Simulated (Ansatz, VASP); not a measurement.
# Two plane-wave programs on Mg2C3

```
Mg C
1.0
     2.38702   -2.33917    0.08138
     2.38702    2.33965   -0.09407
    -1.22536   -0.18219    4.85842
Mg C
2 3
Direct
  0.80824 0.80824 0.19843
  0.19176 0.19176 0.80157
  0.30417 0.30417 0.26146
  0.69583 0.69583 0.73854
  0.50000 0.50000 0.50000
```

Change from the starting cell: strain -0.0750 x Voigt [0, 0, 0, 1, 0, 0], atoms carried along.

Alike in both runs: task single point; functional r2SCAN; k mesh 8 × 8 × 6; occupations gaussian, width 0.05 eV; no spin polarisation.

|  | VASP | Ansatz |
| --- | --- | --- |
| version | VASP 6.6.1 | Ansatz 0.2.0 |
| potentials or method | VASP PAW PBE potentials, release 64 (Mg, C) | scalar-relativistic, plane waves, PAW |
| plane-wave cutoff (eV) | 520 | 500 |
| valence electrons in the cell | 16 | 32 |

|  | VASP | Ansatz | Ansatz less VASP |
| --- | --- | --- | --- |
| gap on the k mesh at the Fermi level (eV) | 1.72 | 1.71 | -0.004 |
| least direct gap on the mesh (eV) | 2.38 | 2.38 | +0.001 |
| pressure (GPa) | -0.2 | 0.1 | +0.30 |
| largest component of the traceless stress (GPa) | 6.02 | 6.02 | 0.000 |
| rms of the force components (eV/Å) | 0.084 | 0.080 | -0.0037 |

Atom by atom the forces differ by 0.042 eV/Å (rms over components). The two sets of potentials don't hold the same shells in valence.

Caveats: the PAW data sets were made with another functional, which shifts forces and pressure a little (VASP). A k mesh can miss the band edges.
